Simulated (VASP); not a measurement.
For cubic KBr (rock salt), PBE GGA, VASP's PBE PAW potentials (set 64) (VASP) gives ε∞ = 2.50, a static ε₀ = 5.61 and a transverse optical mode at 102 cm⁻¹.

**Question.** Estimate the longitudinal optical frequency at Γ.

**Answer.** By the Lyddane-Sachs-Teller relation, ω_LO = ω_TO √(ε₀/ε∞) = 102 × √(5.61/2.50) = 153 cm⁻¹.

Measured: ε∞ 2.36 at 297 K (computed value off by +5.9 %), as given by H. H. Li, Journal of Physical and Chemical Reference Data (1976), doi:10.1063/1.555536 [long-wavelength limit of the electronic terms of a dispersion formula fitted to measured refractive indices over 0.2-42.0 um; lattice terms left out].

The compound is KBr in the rock salt structure. It was relaxed first.
